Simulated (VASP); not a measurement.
Here is a VASP 6.6.1 calculation.

The input INCAR:

```
SYSTEM = LiH4IO2
  PREC = Accurate
  ENCUT = 520
  EDIFF = 1E-6
  ISMEAR = -1
  SIGMA = 0.1
  LREAL = Auto
  LASPH = .TRUE.
  NELM = 100
  ALGO = Fast
  ISIF = 2
  LWAVE = .FALSE.
  LCHARG = .FALSE.
  GGA = PE
  NBANDS = 40
```

KPOINTS

```
Automatic mesh
0
Gamma
  4 3 3
  0.5 0.5 0
```

POSCAR

```
LiH4IO2
1.0
    5.4324690000      0.0000000000      0.0000000000
    2.6606350000      6.2741630000      0.0000000000
    1.1195430000      3.0771040000      6.1217770000
I Li O H
2 2 4 8
Direct
    0.2530900000      0.1325200000      0.2233800000
    0.7469100000      0.8674800000      0.7766200000
    0.2970000000      0.4060000000      0.4800000000
    0.7030000000      0.5940000000      0.5200000000
    0.9850000000      0.7067000000      0.3080000000
    0.0150000000      0.2933000000      0.6920000000
    0.6060000000      0.4825000000      0.3072000000
    0.3940000000      0.5175000000      0.6928000000
    0.9791610000      0.7105540000      0.1678610000
    0.0208390000      0.2894460000      0.8321390000
    0.0718010000      0.8146800000      0.2871680000
    0.9281990000      0.1853200000      0.7128320000
    0.5646610000      0.6289100000      0.1726180000
    0.4353390000      0.3710900000      0.8273820000
    0.7270900000      0.3631560000      0.2638870000
    0.2729100000      0.6368440000      0.7361130000
```

Potentials or basis: VASP PAW PBE potentials, release 64 (I, Li_sv, O, H).

Launch:

```sh
$ cat potpaw_PBE.64/I/POTCAR potpaw_PBE.64/Li_sv/POTCAR potpaw_PBE.64/O/POTCAR potpaw_PBE.64/H/POTCAR > POTCAR
$ mpirun -np 1 vasp_std > vasp.out
```

(1) What does it give for the band gap on the k mesh?

(2) What does it give for the largest force?

Answers

(1) 4.01 eV, indirect (least direct gap 4.05 eV).

(2) 1.214 eV/Å.

Caveat: spin-orbit coupling is left out, which moves the levels of the heavy elements; forces of over 1 eV/Å show positions far from the minimum, so gaps and moduli don't describe the material at rest.
